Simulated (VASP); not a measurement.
```yaml
crystal:
  lattice:
    - [-3.40758, 3.40758, 3.40758]
    - [3.40758, -3.40758, 3.40758]
    - [3.40758, 3.40758, -3.40758]
  atoms:
    - { symbol: Hf, position: [0.87500, 0.25000, 0.12500] }
    - { symbol: Hf, position: [0.75000, 0.37500, 0.62500] }
    - { symbol: Hf, position: [0.62500, 0.75000, 0.37500] }
    - { symbol: Hf, position: [0.25000, 0.12500, 0.87500] }
    - { symbol: Hf, position: [0.12500, 0.87500, 0.25000] }
    - { symbol: Hf, position: [0.37500, 0.62500, 0.75000] }
    - { symbol: N, position: [0.50000, 0.00000, 0.63366] }
    - { symbol: N, position: [0.00000, 0.13366, 0.50000] }
    - { symbol: N, position: [0.86634, 0.86634, 0.86634] }
    - { symbol: N, position: [0.13366, 0.50000, 0.00000] }
    - { symbol: N, position: [0.00000, 0.63366, 0.50000] }
    - { symbol: N, position: [0.50000, 0.00000, 0.13366] }
    - { symbol: N, position: [0.63366, 0.50000, 0.00000] }
    - { symbol: N, position: [0.36634, 0.36634, 0.36634] }
```

Computed with PBE GGA, VASP's PBE PAW potentials (set 64) (plane waves; VASP). Numerical set-up: LREAL = Auto, 400 eV cut-off, 5×5×5 Γ-centred mesh, Gaussian smearing of 0.010 eV, potentials Hf_pv N.

At this cut-off the stress carries a Pulay error, which pulls relaxed volumes low. Unless said otherwise, spin-orbit coupling is left out, though it shifts the bands of the heavy elements here.

Question: Predict the energy per atom (σ→0), pressure, largest force, band gap (on the k-mesh) with the smallest direct gap where there is one.

Answer: 
| Property | Value |
|---|---|
| band gap (on the k-mesh) | 1.07 eV |
| smallest direct gap (on the k-mesh) | 1.07 eV |
| energy per atom (σ→0) | -10.598 eV/atom |
| pressure | -15.29 GPa |
| largest force | 0.256 eV/Å |

Total energies compare only between runs with the same potentials, cut-off and functional.

The structure comes from a computed database's Hf3N4 entry, a phase known from measurement. The cell was not relaxed at this level.
